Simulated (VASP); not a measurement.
Here is the system:

```
NiSi2
1.0
    0.00000     2.70969     2.70969
    2.70969     0.00000     2.70969
    2.70969     2.70969     0.00000
Si Ni
2 1
Direct
  0.25000   0.25000   0.25000
  0.75000   0.75000   0.75000
  0.00000   0.00000   0.00000
```

Computed with vdW-DF-cx, VASP's PBE PAW potentials (set 64) (plane waves; VASP). Run with 520 eV cut-off, 10×10×10 Γ-centred mesh, first-order Methfessel-Paxton smearing of 0.10 eV, potentials Si Ni.

Task: Estimate the energy per atom (σ→0), band gap (on the k-mesh) with the smallest direct gap where there is one.

Result: 
```
Quantity                                                    Result
------------------------  ----------------------------------------
band gap (on the k-mesh)  none (metal, semimetal or under 0.01 eV)
energy per atom (σ→0)                               -4.311 eV/atom
```

Total energies compare only between runs with the same potentials, cut-off and functional.

The compound is NiSi2 in the fluorite structure. It was relaxed first. The run is not spin-polarised, so no magnetic state was tried.
